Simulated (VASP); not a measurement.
# MnGa4 with optB86b-vdW: from relaxation to properties

Wanted: the relaxed cell of MnGa4 and its properties. The steps: magnetic order: ferromagnetic, magnetic order: antiferromagnetic, q = (0, 0, 1/2), magnetic order: antiferromagnetic, q = (1/2, 1/2, 1/2), the orders side by side, full relaxation (optB86b-vdW), single point with fields (optB86b-vdW), band structure (optB86b-vdW), density of states (optB86b-vdW), vibrations at Γ (optB86b-vdW), electric field gradients (optB86b-vdW) and total energy, forces and stress (optB86b-vdW), changed input. The start is a computed cell from the Materials Project.

Calculated with VASP 6.6.1; optB86b-vdW, spin-polarised from a ferromagnetic start (one magnetic atom a cell); plane waves and PAW (Mn_pv, Ga_d), in the first sound run; inputs show where later runs differ.

**Measured values to reproduce.**

For MnGa4, cubic PtHg4 type (annealed stoichiometric polycrystalline sample, 1.5 K), “Antiferromagnetic ground state in the MnGa4 intermetallic compound” (2018, arxiv:1802.03256) gives, by neutron powder diffraction: moment of Mn (ordered moment per Mn) 0.8 ± 0.03 μB.

This is a report of a sequence of runs, with most program output left out.

## (1) The structure

The structure is cubic, space group Im-3m (No. 229). Conventional cell: a = 5.544 Å, b = 5.544 Å, c = 5.544 Å, α = 90.00°, β = 90.00°, γ = 90.00°. Nearest to Mn lie 8 Ga at 2.40 Å. Nearest to Ga lie 2 Mn at 2.40 Å. Farther neighbours are not listed.

## (2) Magnetic order: ferromagnetic

The properties of a magnet depend on its order, so a few collinear patterns are compared first on the cell as listed, beginning with all moments parallel. optB86b-vdW pairs nonlocal correlation with a less repulsive exchange of B86b form. LUSE_VDW switches on a nonlocal correlation term for dispersion.

Contents of INCAR:

```
SYSTEM = MnGa4
PREC = Accurate
ENCUT = 400
EDIFF = 1E-06
NELM = 100
ISMEAR = 1
SIGMA = 0.2
LREAL = .FALSE.
ALGO = Normal
GGA = MK
AGGAC = 0
LUSE_VDW = .TRUE.
PARAM1 = 0.1234
PARAM2 = 1
LASPH = .TRUE.
NBANDS = 45
ISPIN = 2
MAGMOM = 4 0 0 0 0
LMAXMIX = 4
LORBIT = 11
LWAVE = .FALSE.
LCHARG = .FALSE.
KPAR = 8
ISIF = 2
```

Contents of POSCAR:

```
MnGa4
1.0
   -2.7718643900      2.7718643900      2.7718643900
    2.7718643900     -2.7718643900      2.7718643900
    2.7718643900      2.7718643900     -2.7718643900
Mn Ga
1 4
Direct
    0.0000000000      0.0000000000      0.0000000000
    0.0000000000      0.0000000000      0.5000000000
    0.0000000000      0.5000000000      0.0000000000
    0.5000000000      0.0000000000      0.0000000000
    0.5000000000      0.5000000000      0.5000000000
```

Contents of KPOINTS:

```
Automatic mesh
0
Gamma
6 6 6
0 0 0
```

PAW data sets: Mn_pv and Ga_d (PBE family, release 64).

Command:

```
> mpirun -np 8 vasp_std
```

The job ended after 35 s (8 MPI ranks of AMD EPYC 9R45, shared host; peak memory 3.5 GiB).

The k-mesh is coarse for a metal. The PAW data sets were made with PBE, which is usual practice but a small mismatch for other functionals.

Numbers from this step:

* SCF cycles: 16
* electrons: 65
* bands: 45
* irreducible k-points: 16
* symmetry operations: 48
* free energy (TOTEN): -5.162 eV
* energy at zero smearing: -5.165 eV
* Fermi energy: 6.213 eV
* pressure: -0.4678 GPa
* moment of the cell, from the last line of the log: 0.4379 μB
* metallic: yes

Spin moment in the PAW sphere by atom:

| atom | spin moment in the PAW sphere (μB) |
| --- | --- |
| Mn1 | 0.537 |
| Ga2 | -0.021 |
| Ga3 | -0.021 |
| Ga4 | -0.021 |
| Ga5 | -0.021 |

The run ends ferromagnetic with a largest moment of 0.54 μB, and the mesh shows no gap.

## (3) Magnetic order: antiferromagnetic, q = (0, 0, 1/2)

This step: optB86b-vdW, spin-polarised from an antiferromagnetic start; plane waves and PAW (Mn_pv, Ga_d) (VASP 6.6.1).

System of this step: MnGa4. The structure is cubic, space group Im-3m (No. 229). The conventional cell has a = 5.544 Å, b = 5.544 Å, c = 5.544 Å, α = 90.00°, β = 90.00°, γ = 90.00°. Nearest to Mn lie 8 Ga at 2.40 Å. Nearest to Ga lie 2 Mn at 2.40 Å. Nearest to Ga lie 2 Mn at 2.40 Å. Farther neighbours are not listed.

Next, a pattern with opposite moments, which needs a doubled cell; q is given in the reciprocal vectors of the primitive cell.

INCAR, as its differences from that of step 2:

```diff
@@ -15,5 +15,5 @@
 LASPH = .TRUE.
-NBANDS = 45
+NBANDS = 85
 ISPIN = 2
-MAGMOM = 4 0 0 0 0
+MAGMOM = 4 -4 0 0 0 0 0 0 0 0
 LMAXMIX = 4
```

Contents of POSCAR:

```
MnGa4
1.0
   -2.7718643900      2.7718643900      2.7718643900
    2.7718643900     -2.7718643900      2.7718643900
    5.5437287800      5.5437287800     -5.5437287800
Mn Ga
2 8
Direct
    0.0000000000      0.0000000000      0.0000000000
    0.0000000000      0.0000000000      0.5000000000
    0.0000000000      0.0000000000      0.2500000000
    0.0000000000      0.0000000000      0.7500000000
    0.0000000000      0.5000000000      0.0000000000
    0.0000000000      0.5000000000      0.5000000000
    0.5000000000      0.0000000000      0.0000000000
    0.5000000000      0.0000000000      0.5000000000
    0.5000000000      0.5000000000      0.2500000000
    0.5000000000      0.5000000000      0.7500000000
```

KPOINTS is that of step 2.

Command:

```
> mpirun -np 8 vasp_std
```

It took 6.8 min on 8 MPI ranks; peak memory 9.1 GiB.

This step gave:

```
SCF cycles              : 44
electrons               : 130
bands                   : 85
irreducible k-points    : 52
symmetry operations     : 8
free energy (TOTEN)     : -10.28 eV
energy at zero smearing : -10.28 eV
Fermi energy            : 6.243 eV
pressure                : -0.6116 GPa
```

Spin moment in the PAW sphere by atom:

| atom | spin moment in the PAW sphere (μB) |
| --- | --- |
| Mn1 | 0.0460 |
| Mn2 | -0.0460 |
| Ga3 | 0.0000 |
| Ga4 | 0.0000 |
| Ga5 | -0.0020 |
| Ga6 | 0.0020 |
| Ga7 | -0.0020 |
| Ga8 | 0.0020 |
| Ga9 | 0.0000 |
| Ga10 | 0.0000 |

The energy lies +5.3 meV an atom from the first pattern. The moments fall under 0.1 μB, and the mesh shows no gap.

## (4) Magnetic order: antiferromagnetic, q = (1/2, 1/2, 1/2)

INCAR is that of step 3.

Contents of POSCAR:

```
MnGa4
1.0
   -5.5437287800      5.5437287800      5.5437287800
    0.0000000000      0.0000000000      5.5437287800
    0.0000000000      5.5437287800      0.0000000000
Mn Ga
2 8
Direct
    0.0000000000      0.0000000000      0.0000000000
    0.5000000000      0.0000000000      0.0000000000
    0.7500000000      0.0000000000      0.5000000000
    0.2500000000      0.0000000000      0.5000000000
    0.7500000000      0.5000000000      0.0000000000
    0.2500000000      0.5000000000      0.0000000000
    0.2500000000      0.0000000000      0.0000000000
    0.7500000000      0.0000000000      0.0000000000
    0.7500000000      0.5000000000      0.5000000000
    0.2500000000      0.5000000000      0.5000000000
```

KPOINTS is that of step 3.

Command:

```
> mpirun -np 8 vasp_std
```

It took 2.1 min on 8 MPI ranks; peak memory 7.4 GiB.

This step gave:

```yaml
scf_cycles: 16
irreducible_k_points: 20
symmetry_operations: 48
free_energy_toten: -10.36 eV
energy_at_zero_smearing: -10.36 eV
fermi_energy: 6.258 eV
pressure: -0.003575 GPa
```

Spin moment in the PAW sphere by atom:

| atom | spin moment in the PAW sphere (μB) |
| --- | --- |
| Mn1 | 1.07 |
| Mn2 | -1.07 |
| Ga3 | 0.00 |
| Ga4 | 0.00 |
| Ga5 | 0.00 |
| Ga6 | 0.00 |
| Ga7 | 0.00 |
| Ga8 | 0.00 |
| Ga9 | 0.00 |
| Ga10 | 0.00 |

The energy lies -2.5 meV an atom from the first pattern. The run ends antiferromagnetic with a largest moment of 1.07 μB, and the mesh shows no gap.

## (5) The orders side by side

This step: collinear orders at optB86b-vdW; plane waves and PAW (VASP 6.6.1).

Derived from the runs above.

Patterns, by row:

| start | atoms | energy less that of the first (meV/atom) | largest site moment (μB) | end state |
| --- | --- | --- | --- | --- |
| ferromagnetic | 5 | 0 | 0.54 | ferromagnetic |
| antiferromagnetic, q = (0, 0, 1/2) | 10 | 5.3 | 0.05 | non-magnetic |
| antiferromagnetic, q = (1/2, 1/2, 1/2) | 10 | -2.5 | 1.07 | antiferromagnetic |

The session goes on in the lowest magnetic state found: antiferromagnetic, q = (1/2, 1/2, 1/2). The next one lies 2.5 meV an atom higher. Differences this small don't decide the order on unrelaxed cells.

## (6) Full relaxation (optB86b-vdW)

This step: optB86b-vdW, spin-polarised from an antiferromagnetic start; plane waves and PAW (Mn_pv, Ga_d) (VASP 6.6.1).

The start need not lie at this functional's minimum. ISIF = 3 frees volume, shape and positions, and EDIFFG sets the threshold on forces and stress at which the search stops.

INCAR, as its differences from that of step 4:

```diff
@@ -17,3 +17,3 @@
 ISPIN = 2
-MAGMOM = 4 -4 0 0 0 0 0 0 0 0
+MAGMOM = 1.07 -1.07 0 0 0 0 0 0 0 0
 LMAXMIX = 4
@@ -23,2 +23,5 @@
 KPAR = 8
-ISIF = 2
+IBRION = 2
+NSW = 60
+ISIF = 3
+EDIFFG = -0.01
```

POSCAR is that of step 4.

Contents of KPOINTS:

```
Automatic mesh
0
Gamma
7 7 7
0 0 0
```

Command:

```
> mpirun -np 8 vasp_std
```

Run time: 2.1 min. Hardware: 8 MPI ranks; peak memory 7.4 GiB; 17 min of CPU time.

The magnetic order is the lowest of the few collinear ones that converged above; longer or canted patterns were not tried. The cell is doubled for it, so bands and modes from the zone boundary of the chemical cell fold onto Γ and the labels are those of the larger cell. The run keeps the 48 symmetry operations of its start, so it cannot find a distortion of lower symmetry.

Little changed from the start: no atom moved by 0.005 Å and no cell edge by 0.1 %.

Numbers from this step:

```yaml
fermi_energy: 6.156 eV
pressure: -0.01365 GPa
scf_cycles_over_all_ionic_steps: 16
```

It ends with forces that vanish by symmetry and a pressure of -0.01 GPa.

## (7) Single point with fields (optB86b-vdW)

A single point on the relaxed cell gives a clean self-consistent state, with density, ELF and potential written out.

INCAR, as its differences from that of step 6:

```diff
@@ -21,7 +21,5 @@
 LWAVE = .FALSE.
-LCHARG = .FALSE.
-KPAR = 8
-IBRION = 2
-NSW = 60
-ISIF = 3
-EDIFFG = -0.01
+LCHARG = .TRUE.
+ISIF = 2
+LELF = .TRUE.
+LVHAR = .TRUE.
```

POSCAR is that of step 6.

KPOINTS is that of step 6.

Command:

```
> mpirun -np 8 vasp_std
```

Wall time 67 s (8 MPI ranks); peak memory 2.2 GiB; 8.7 min of CPU time.

With spin, VASP writes an ELF for each channel.

Numbers from this step:

```yaml
bands: 88
pressure: -0.01389 GPa
```

Valence electrons inside each PAW sphere by angular momentum. Sphere charges, by row:

| atom | s (e) | p (e) | d (e) | tot (e) |
| --- | --- | --- | --- | --- |
| Mn1 | 0.335 | 6.363 | 5.324 | 12.02 |
| Mn2 | 0.335 | 6.363 | 5.324 | 12.02 |
| Ga3 | 0.958 | 0.765 | 9.973 | 11.7 |
| Ga4 | 0.958 | 0.765 | 9.973 | 11.7 |
| Ga5 | 0.958 | 0.765 | 9.973 | 11.7 |
| Ga6 | 0.958 | 0.765 | 9.973 | 11.7 |
| Ga7 | 0.958 | 0.765 | 9.973 | 11.7 |
| Ga8 | 0.958 | 0.765 | 9.973 | 11.7 |
| Ga9 | 0.958 | 0.765 | 9.973 | 11.7 |
| Ga10 | 0.958 | 0.765 | 9.973 | 11.7 |

Spin density in the ac plane at fractional y = 0.000, with atoms of Mn and Ga within 0.2 Å of it.

Values in units of 1e-1 e/Å³, 8 rows by 16 columns, each cell a mean:
```
 8.6  1.8  0.1  0.0  0.0  0.0 -0.1 -2.8 -8.3 -1.9 -0.1  0.0  0.0  0.0  0.1  2.6
 0.7  0.4  0.1  0.0 -0.1  0.0  0.0 -0.1 -0.7 -0.4 -0.1  0.0  0.1  0.0  0.0  0.1
 0.0  0.0  0.0  0.0 -0.1  0.0  0.0  0.0  0.0  0.0  0.0  0.0  0.1  0.0  0.0  0.0
 0.0  0.0  0.0  0.0  0.0  0.0  0.0  0.0  0.0  0.0  0.0  0.0  0.0  0.0  0.0  0.0
 0.0  0.0  0.0  0.0  0.0  0.0  0.0  0.0  0.0  0.0  0.0  0.0  0.0  0.0  0.0  0.0
 0.0  0.0  0.0  0.1  0.1  0.0  0.0 -0.1  0.0  0.0  0.0 -0.1 -0.1  0.0  0.0  0.1
 0.8  0.0  0.0  0.0  0.1 -0.1 -0.4 -1.6 -0.9  0.0  0.0  0.0 -0.1  0.1  0.4  1.7
 8.6  0.4  0.0  0.0  0.0  0.0 -0.7 -8.0 -8.5 -0.5  0.0  0.0  0.0  0.0  0.6  8.1
```
Columns run along a (9.6 Å), rows up along c (5.5 Å). Atoms in or near the plane, at fractional coordinates: Mn at (0.00, 0.00), Mn at (0.50, 0.00), Ga at (0.75, 0.50), Ga at (0.25, 0.50), Ga at (0.25, 0.00), Ga at (0.75, 0.00).

ELF of up spins in the ac plane at fractional y = 0.000, with atoms of Mn and Ga within 0.2 Å of it. It is the smooth field of the valence electrons, not physical close to the nuclei.

Values, 8 rows by 16 columns, each cell a mean:
```
0.16 0.25 0.34 0.31 0.12 0.28 0.36 0.22 0.16 0.24 0.34 0.31 0.12 0.28 0.36 0.22
0.21 0.23 0.35 0.48 0.36 0.29 0.36 0.29 0.21 0.23 0.35 0.48 0.36 0.29 0.36 0.29
0.27 0.40 0.41 0.34 0.36 0.30 0.21 0.21 0.27 0.40 0.41 0.34 0.36 0.30 0.21 0.21
0.10 0.27 0.30 0.11 0.16 0.27 0.19 0.07 0.10 0.27 0.30 0.12 0.16 0.27 0.19 0.07
0.09 0.11 0.26 0.24 0.13 0.27 0.35 0.21 0.09 0.12 0.26 0.24 0.13 0.27 0.35 0.20
0.26 0.27 0.27 0.37 0.41 0.42 0.39 0.30 0.26 0.27 0.27 0.37 0.41 0.42 0.39 0.30
0.22 0.38 0.32 0.27 0.42 0.41 0.22 0.22 0.22 0.38 0.32 0.27 0.42 0.41 0.22 0.22
0.16 0.27 0.38 0.12 0.18 0.38 0.25 0.15 0.15 0.27 0.37 0.12 0.18 0.39 0.25 0.15
```
Columns run along a (9.6 Å), rows up along c (5.5 Å). Atoms in or near the plane, at fractional coordinates: Mn at (0.00, 0.00), Mn at (0.50, 0.00), Ga at (0.75, 0.50), Ga at (0.25, 0.50), Ga at (0.25, 0.00), Ga at (0.75, 0.00).

Valence density in the ac plane at fractional y = 0.000, with atoms of Mn and Ga within 0.2 Å of it. It is the smooth field of the valence electrons, not physical close to the nuclei.

Ten even steps from '_' (0 e/Å³) to '@' (15 e/Å³), each cell a mean:
```
%%**..____..++##==..____::**%%==______::####::______==
::--..______..::::..______..--::________..--::________
______________________________________________________
______________________________________________________
______________________________________________________
________..::--..____________________::--::____________
__________==%%++..__________________::**##--__________
__________::##@@==__________________..++@@##..________
____________::++==..__________________..==++::________
______________....________________________....________
______________________________________________________
______________________________________________________
__________....__________....________....__________....
==..____..==++--______..++++::______::++==..______--**
@@==______==@@%%--____..++@@##..____..**@@++..____::%%
```
Columns run along a (9.6 Å), rows up along c (5.5 Å). Atoms in or near the plane, at fractional coordinates: Mn at (0.00, 0.00), Mn at (0.50, 0.00), Ga at (0.75, 0.50), Ga at (0.25, 0.50), Ga at (0.25, 0.00), Ga at (0.75, 0.00).

In this run the pressure is -0.01 GPa, small enough to go on.

## (8) Band structure (optB86b-vdW)

Levels along the symmetry lines show where the bands peak and cross; KPOINTS_OPT computes them in the converged potential.

Contents of INCAR:

```
SYSTEM = MnGa4
PREC = Accurate
ENCUT = 400
EDIFF = 1E-06
NELM = 100
ISMEAR = 1
SIGMA = 0.2
LREAL = .FALSE.
ALGO = Normal
GGA = MK
AGGAC = 0
LUSE_VDW = .TRUE.
PARAM1 = 0.1234
PARAM2 = 1
LASPH = .TRUE.
NBANDS = 99
ISPIN = 2
MAGMOM = 1.055 -1.055 0 0 0 0 0 0 0 0
LMAXMIX = 4
LORBIT = 11
LWAVE = .FALSE.
LCHARG = .FALSE.
KPAR = 8
```

POSCAR is that of step 7.

KPOINTS is that of step 7.

Contents of KPOINTS_OPT:

```
Line mode
12
Line-mode
Reciprocal
  0.00000000   0.00000000   0.00000000 GAMMA
 -0.50000000   0.00000000  -0.50000000 X

 -0.50000000   0.00000000  -0.50000000 X
 -1.00000000  -0.50000000  -0.50000000 M

 -1.00000000  -0.50000000  -0.50000000 M
  0.00000000   0.00000000   0.00000000 GAMMA

  0.00000000   0.00000000   0.00000000 GAMMA
 -0.50000000  -0.50000000  -0.50000000 R

 -0.50000000  -0.50000000  -0.50000000 R
 -0.50000000   0.00000000  -0.50000000 X

 -1.00000000  -0.50000000  -0.50000000 M
 -0.50000000  -0.50000000  -0.50000000 R
```

Command:

```
> mpirun -np 8 vasp_std
```

It took 4.5 min on 8 MPI ranks; peak memory 7.7 GiB.

Spin-orbit coupling is off here; it would split degenerate levels.

Numbers from this step:

```
bands    : 99
pressure : -0.01092 GPa
```

Both spin channels agree. Electronic bands along the path, in eV, zero at the Fermi level; # counts the bands kept:

| point | #16 | #17 | #18 | #19 | #20 | #21 | #22 | #23 |
| --- | --- | --- | --- | --- | --- | --- | --- | --- |
| Γ | -1.86 | -1.32 | -1.32 | -1.10 | -1.10 | -1.10 | 0.27 | 0.27 |
| 0.45 of the way | -1.87 | -1.87 | -1.28 | -0.65 | -0.43 | -0.43 | 0.37 | 0.38 |
| X | -1.95 | -1.87 | -1.11 | -0.52 | 0.45 | 0.89 | 0.89 | 1.13 |
| 0.55 of the way | -1.91 | -1.82 | -1.20 | -0.08 | 0.36 | 0.60 | 0.61 | 0.68 |
| M | -1.86 | -1.64 | -1.18 | 0.41 | 0.58 | 0.58 | 0.73 | 1.12 |
| 0.45 of the way | -1.91 | -1.75 | -1.62 | -0.17 | -0.11 | 0.21 | 0.56 | 0.61 |
| Γ | -1.86 | -1.32 | -1.32 | -1.10 | -1.10 | -1.10 | 0.27 | 0.27 |
| 0.45 of the way | -1.79 | -1.60 | -1.60 | -0.26 | 0.14 | 0.14 | 0.71 | 0.71 |
| R | -1.46 | -1.06 | -1.06 | 2.78 | 2.78 | 2.78 | 2.82 | 2.82 |
| 0.45 of the way | -1.72 | -1.70 | -1.17 | 0.25 | 0.63 | 0.90 | 0.93 | 1.72 |
| X | -1.95 | -1.87 | -1.11 | -0.52 | 0.45 | 0.89 | 0.89 | 1.13 |
| jump to M | -1.86 | -1.64 | -1.18 | 0.41 | 0.58 | 0.58 | 0.73 | 1.12 |
| 0.45 of the way | -1.66 | -1.43 | -1.13 | 0.80 | 0.80 | 0.98 | 1.21 | 1.82 |
| R | -1.46 | -1.06 | -1.06 | 2.78 | 2.78 | 2.78 | 2.82 | 2.82 |

Of the projections kept (Mn, Ga), the largest for each band there; the rest of the weight can lie on other orbitals:

| point | #16 | #17 | #18 | #19 | #20 | #21 | #22 | #23 |
| --- | --- | --- | --- | --- | --- | --- | --- | --- |
| Γ | Ga 0.79 | Mn 0.94 | Mn 0.94 | Ga 1.00 | Ga 1.00 | Ga 1.00 | Mn 0.95 | Mn 0.94 |
| X | Mn 0.62 | Mn 0.84 | Mn 0.74 | Mn 0.87 | Mn 0.91 | Ga 0.59 | Ga 0.59 | Ga 0.52 |
| M | Mn 0.84 | Mn 0.78 | Mn 0.81 | Mn 0.80 | Mn 0.84 | Mn 0.84 | Mn 0.86 | Ga 0.85 |
| Γ | Ga 0.79 | Mn 0.94 | Mn 0.94 | Ga 1.00 | Ga 1.00 | Ga 1.00 | Mn 0.95 | Mn 0.94 |
| R | Mn 0.77 | Mn 0.85 | Mn 0.85 | Ga 1.00 | Ga 1.00 | Ga 1.00 | Ga 1.00 | Ga 1.00 |
| X | Mn 0.62 | Mn 0.84 | Mn 0.74 | Mn 0.87 | Mn 0.91 | Ga 0.59 | Ga 0.59 | Ga 0.52 |

There is no gap at this level.

## (9) Density of states (optB86b-vdW)

A density of states needs more k-points than a total energy; ISMEAR = -5 takes tetrahedra, and LORBIT projects the states on the PAW spheres. The mesh is finer than in the run before.

INCAR, as its differences from that of step 8:

```diff
@@ -5,3 +5,3 @@
 NELM = 100
-ISMEAR = 1
+ISMEAR = -5
 SIGMA = 0.2
@@ -23 +23,2 @@
 KPAR = 8
+NEDOS = 2001
```

POSCAR is that of step 8.

Contents of KPOINTS:

```
Automatic mesh
0
Gamma
10 10 10
0 0 0
```

Command:

```
> mpirun -np 8 vasp_std
```

Wall time 4 min (8 MPI ranks); peak memory 11 GiB.

With tetrahedra the forces and stress of a metal are not exact derivatives of the energy.

This step gave:

* irreducible k-points: 56
* free energy (TOTEN): -10.37 eV
* Fermi energy: 6.195 eV
* pressure: 5.50e-4 GPa
* DOS at the Fermi level: 3.339 states/eV/cell

The density of states has structure finer than the step of the table below, so its rows give means over 0.5 eV, whole bins alone (the curve runs from -12.0 to 2.75 eV). Peaks (eV: height): total -2.18: 18.8, -1.91: 21.7, -1.28: 7.65, 0.60: 13.4; Mn d -2.18: 10.8, -1.28: 4.40, 0.60: 7.44; Ga p -2.18: 3.40, -1.91: 5.48, 0.60: 1.91; Ga s -6.84: 1.70, -5.94: 1.57, -4.62: 1.24, -4.20: 1.02; Ga d -2.11: 0.410, -1.91: 0.475, -1.28: 0.330, 0.60: 0.468.

States under -12.0 eV and over 2.8 eV are left out; both spin channels agree and are summed. Density of states against energy, zero at the Fermi level; means over each step; values in states/eV/cell:

| energy (eV) | total | Mn d | Ga p | Ga s | Ga d | Mn p |
| --- | --- | --- | --- | --- | --- | --- |
| -11.5 | 0 | 0 | 0 | 0 | 0 | 0 |
| -11.0 | 0.290 | 0 | 0.00204 | 0.142 | 0 | 4.7e-4 |
| -10.5 | 0.874 | 0 | 0.0163 | 0.420 | 0.00296 | 0.00343 |
| -10.0 | 1.23 | 0.00134 | 0.0390 | 0.581 | 0.00729 | 0.00808 |
| -9.5 | 1.49 | 0.00367 | 0.0659 | 0.688 | 0.00922 | 0.0129 |
| -9.0 | 2.01 | 0.00967 | 0.115 | 0.916 | 0.0179 | 0.0180 |
| -8.5 | 1.64 | 0.00985 | 0.108 | 0.740 | 0.0204 | 0.0183 |
| -8.0 | 2.03 | 0.0171 | 0.145 | 0.926 | 0.0250 | 0.0487 |
| -7.5 | 2.66 | 0.0363 | 0.194 | 1.23 | 0.0419 | 0.0689 |
| -7.0 | 3.19 | 0.0694 | 0.213 | 1.54 | 0.0683 | 0.0906 |
| -6.5 | 3.06 | 0.125 | 0.233 | 1.45 | 0.0651 | 0.0811 |
| -6.0 | 3.14 | 0.213 | 0.260 | 1.47 | 0.0670 | 0.0735 |
| -5.5 | 2.68 | 0.262 | 0.247 | 1.21 | 0.0582 | 0.0535 |
| -5.0 | 2.35 | 0.255 | 0.311 | 0.907 | 0.0480 | 0.0509 |
| -4.5 | 3.31 | 0.460 | 0.579 | 0.966 | 0.0642 | 0.0613 |
| -4.0 | 2.96 | 0.561 | 0.584 | 0.663 | 0.0604 | 0.0378 |
| -3.5 | 3.13 | 0.695 | 0.754 | 0.390 | 0.0614 | 0.0572 |
| -3.0 | 4.32 | 1.28 | 1.03 | 0.355 | 0.0906 | 0.0841 |
| -2.5 | 8.21 | 3.76 | 1.77 | 0.229 | 0.167 | 0.148 |
| -2.0 | 16.2 | 8.02 | 3.41 | 0.202 | 0.367 | 0.499 |
| -1.5 | 5.99 | 3.21 | 0.910 | 0.0971 | 0.234 | 0.102 |
| -1.0 | 1.40 | 0.741 | 0.218 | 0.0158 | 0.0511 | 0.00902 |
| -0.5 | 2.26 | 0.956 | 0.554 | 0.0156 | 0.0362 | 0.0113 |
| 0.0 | 3.40 | 1.32 | 0.854 | 0.0474 | 0.0890 | 0.0270 |
| 0.5 | 9.36 | 4.97 | 1.52 | 0.270 | 0.299 | 0.0537 |
| 1.0 | 6.29 | 2.59 | 1.25 | 0.429 | 0.235 | 0.0971 |
| 1.5 | 4.27 | 1.41 | 0.967 | 0.458 | 0.178 | 0.0810 |
| 2.0 | 4.85 | 1.32 | 1.13 | 0.731 | 0.227 | 0.0814 |
| 2.5 | 4.62 | 0.881 | 1.23 | 0.716 | 0.254 | 0.0833 |

The finer mesh and the other smearing move the Fermi level by +0.04 eV from the 7×7×7 run, a small shift, which tests the Fermi level alone. Of the states within 0.3 eV of the Fermi level, the largest shares in the PAW spheres are Mn d 40 % and Ga p 25 %. The rest lies in smaller channels or between the spheres.

(Part 1 of 2 ends here.)

[Lines on the potential files, build, host, timing and source positions are cut from VASP's logs without a mark.]

[Logs are printed without paths, hosts, clocks, repeated set-up lines and the standing remarks that a program may print on its own settings, such as how far it seeks lower states.]

[Hosts, paths, dates, database ids (printed as entryN), source tags and the programs' standing remarks are cut or masked in the printed files.]

[A measured line is paired with the nearest computed mode of its activity, which favours agreement.]
